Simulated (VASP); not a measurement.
Output of a VASP run:

### OSZICAR
```
       N       E                     dE             d eps       ncg     rms          rms(c)
DAV:   1     0.463510544407E+03    0.46351E+03   -0.32516E+04  1092   0.147E+03
DAV:   2    -0.692750143446E+02   -0.53279E+03   -0.51922E+03  1412   0.337E+02
DAV:   3    -0.110217022328E+03   -0.40942E+02   -0.40792E+02  1281   0.106E+02
DAV:   4    -0.110892446141E+03   -0.67542E+00   -0.67423E+00  1312   0.146E+01
DAV:   5    -0.110908010260E+03   -0.15564E-01   -0.15557E-01  1274   0.212E+00    0.288E+01
DAV:   6    -0.988140451825E+02    0.12094E+02   -0.53716E+01  1267   0.348E+01    0.137E+01
DAV:   7    -0.987036368245E+02    0.11041E+00   -0.14251E+00  1400   0.529E+00    0.511E+00
DAV:   8    -0.986565247936E+02    0.47112E-01   -0.71229E-02  1281   0.182E+00    0.182E+00
DAV:   9    -0.986662408301E+02   -0.97160E-02   -0.31620E-02  1274   0.116E+00    0.385E-01
DAV:  10    -0.986742861301E+02   -0.80453E-02   -0.88727E-03  1211   0.432E-01    0.138E-01
DAV:  11    -0.986745544260E+02   -0.26830E-03   -0.27663E-03  1288   0.277E-01    0.454E-02
DAV:  12    -0.986746235238E+02   -0.69098E-04   -0.15316E-04  1281   0.683E-02    0.256E-02
DAV:  13    -0.986746410059E+02   -0.17482E-04   -0.19600E-05  1288   0.232E-02    0.431E-03
DAV:  14    -0.986746411281E+02   -0.12214E-06   -0.15309E-06  1304   0.636E-03    0.176E-03
DAV:  15    -0.986746413153E+02   -0.18723E-06   -0.20492E-07   992   0.286E-03    0.471E-04
DAV:  16    -0.986746413647E+02   -0.49389E-07   -0.44263E-08   840   0.139E-03
   1 F= -.98674641E+02 E0= -.98674641E+02  d E =0.000000E+00
```

File OUTCAR:
```
------------------------ aborting loop because EDIFF is reached ----------------------------------------
  FORCE on cell =-STRESS in cart. coord.  units (eV):
  Direction    XX          YY          ZZ          XY          YZ          ZX
  --------------------------------------------------------------------------------------
  Total       -0.0776051     -0.0776051      0.0052180     -0.0000000     -0.0000000      0.0000000
  in kB       -0.6431283     -0.6431282      0.0432427     -0.0000000     -0.0000000      0.0000000
  external PRESSURE =      -0.4143380 kB  Pullay stress =       0.0000000 kB
  volume of cell :      193.33
      direct lattice vectors                 reciprocal lattice vectors
     5.094618905  0.000000000  0.000000000     0.196285536  0.113325517  0.000000000
    -2.547309452  4.412068995  0.000000000     0.000000000  0.226651034  0.000000000
     0.000000000  0.000000000  8.601000916     0.000000000  0.000000000  0.116265538
 POSITION                                       TOTAL-FORCE (eV/Angst)
 -----------------------------------------------------------------------------------
      2.54731      1.47069      8.06054         0.000000     -0.000000      0.017238
     -0.00000      2.94138      3.76004         0.000000      0.000000      0.017238
      2.54731      1.47069      4.84096         0.000000     -0.000000     -0.017238
     -0.00000      2.94138      0.54046         0.000000      0.000000     -0.017238
     -1.07137      1.85567      0.00000         0.004811     -0.008333      0.000000
      2.95188      0.00000      4.30050         0.009622     -0.000000      0.000000
      1.47594      2.55640      0.00000         0.004811      0.008333      0.000000
     -1.47594      2.55640      4.30050        -0.004811      0.008333      0.000000
      2.14274      0.00000      0.00000        -0.009622     -0.000000      0.000000
      1.07137      1.85567      4.30050        -0.004811     -0.008333      0.000000
      2.54731      1.47069      6.45075         0.000000     -0.000000      0.000000
     -0.00000      2.94138      2.15025         0.000000      0.000000      0.000000
 -----------------------------------------------------------------------------------
    total drift:                               -0.000000      0.000000     -0.000000
  FREE ENERGIE OF THE ION-ELECTRON SYSTEM (eV)
  ---------------------------------------------------
  free  energy   TOTEN  =       -98.6746413647 eV

  energy  without entropy=      -98.6746413647  energy(sigma->0) =      -98.67464136

 total charge

# of ion       s       p       d       tot
------------------------------------------
    1        0.640   0.998   0.000   1.638
    2        0.640   0.998   0.000   1.638
    3        0.640   0.998   0.000   1.638
    4        0.640   0.998   0.000   1.638
    5        1.542   3.688   0.000   5.230
    6        1.542   3.688   0.000   5.230
    7        1.542   3.688   0.000   5.230
    8        1.542   3.688   0.000   5.230
    9        1.542   3.688   0.000   5.230
   10        1.542   3.688   0.000   5.230
   11        1.538   3.707   0.000   5.244
   12        1.538   3.707   0.000   5.244
--------------------------------------------------
tot         14.887  33.534   0.000  48.422

 Electric field gradients after diagonalization (V/A^2)
 (convention: |V_zz| > |V_xx| > |V_yy|)
----------------------------------------------------------------------
 ion       V_xx      V_yy      V_zz     asymmetry (V_yy - V_xx)/ V_zz
----------------------------------------------------------------------
   1       0.350     0.350    -0.700       0.000
   2       0.350     0.350    -0.700       0.000
   3       0.350     0.350    -0.700       0.000
   4       0.350     0.350    -0.700       0.000
   5     -52.527   -39.878    92.405       0.137
   6     -52.527   -39.878    92.405       0.137
   7     -52.526   -39.878    92.404       0.137
   8     -52.527   -39.878    92.405       0.137
   9     -52.527   -39.878    92.405       0.137
  10     -52.526   -39.878    92.404       0.137
  11     -48.945   -48.943    97.887       0.000
  12     -48.945   -48.943    97.887       0.000
```
(Selected blocks of OUTCAR.)

File POSCAR:
```
SiO2
1
    5.0946189049     0.0000000000     0.0000000000
   -2.5473094524     4.4120689947     0.0000000000
    0.0000000000     0.0000000000     8.6010009163
Si O
4 8
Direct
  0.6666670000   0.3333330000   0.9371626553
  0.3333330000   0.6666670000   0.4371626553
  0.6666670000   0.3333330000   0.5628373447
  0.3333330000   0.6666670000   0.0628373447
  0.0000000000   0.4205884401   0.0000000000
  0.5794115599   0.0000000000   0.5000000000
  0.5794115599   0.5794115599   0.0000000000
  0.0000000000   0.5794115599   0.5000000000
  0.4205884401   0.0000000000   0.0000000000
  0.4205884401   0.4205884401   0.5000000000
  0.6666670000   0.3333330000   0.7500000000
  0.3333330000   0.6666670000   0.2500000000
```

Write an INCAR and KPOINTS that could have produced this output.

One answer among several that fit: the input of the run itself, PBEsol GGA, plane waves, VASP's PBE PAW potentials (set 64).

KPOINTS:
```
K-points
0
G
  6 6 3
0 0 0
```

**INCAR**
```
ISIF = 2   ! forces and stress, cell fixed
GGA = PS   ! PBEsol
ENCUT = 520   ! plane-wave cut-off (eV)
LWAVE = F
SYSTEM = SiO2
ISMEAR = -5   ! tetrahedra, Bloechl
ALGO = Normal   ! blocked Davidson
LORBIT = 11
LCHARG = T
LREAL = F   ! projection in real space or not
EDIFF = 1E-7   ! SCF stop (eV)
NELM = 100   ! most electronic steps
LEFG = T
LASPH = T   ! aspherical one-centre terms
PREC = Accurate
NEDOS = 601
```

POTCAR, in this order: Si O (PBE.64 set). Program: vasp_std.

The structure comes from a computed database's SiO2 entry (P6_322); how it stands against other phases isn't given here. It was relaxed first.
